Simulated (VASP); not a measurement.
Here is the system:

```xyz
6
Lattice="1.6915 -2.9297 0.0000 1.6915 2.9297 0.0000 0.0000 0.0000 17.2604" Properties=species:S:1:pos:R:3 pbc="T T T"
W      1.6915     0.9766     4.3151
W      1.6915    -0.9766    12.9453
Se     1.6915     0.9766    14.6416
Se     1.6915    -0.9766     6.0114
Se     1.6915    -0.9766     2.6188
Se     1.6915     0.9766    11.2489
```

Computed with RPBE GGA, VASP's PBE PAW potentials (set 64) (plane waves; VASP). Run with 520 eV cut-off, 8×8×2 Γ-centred mesh, Gaussian smearing of 0.050 eV, potentials W_sv Se.

Without a dispersion term in the relaxation, distances and binding between the weakly bound layers, chains or molecules are unreliable, and so is what depends on them.

### Question
The ions and cell shape at fixed volume are relaxed. Predict the relaxed structure.

### Answer

```xyz
6
Lattice="1.6750 -2.9012 0.0000 1.6750 2.9012 0.0000 0.0000 0.0000 17.6011" Properties=species:S:1:pos:R:3 pbc="T T T"
W      1.6750     0.9671     4.4003
W      1.6750    -0.9671    13.2008
Se     1.6750     0.9671    14.8815
Se     1.6750    -0.9671     6.0810
Se     1.6750    -0.9671     2.7196
Se     1.6750     0.9671    11.5202
```
Space group P6_3/mmc (194), at a tolerance of 0.03 Å.

### Question
How much energy does the relaxation gain?

### Answer
The energy (σ→0) changes by -6.7 meV/atom, in 8 ionic steps.

The compound is WSe2 in the 2H layered structure. This cell is one point of a volume scan, at 1.03 of the reference volume. Symmetry was kept, so distortions that lower it aren't found.
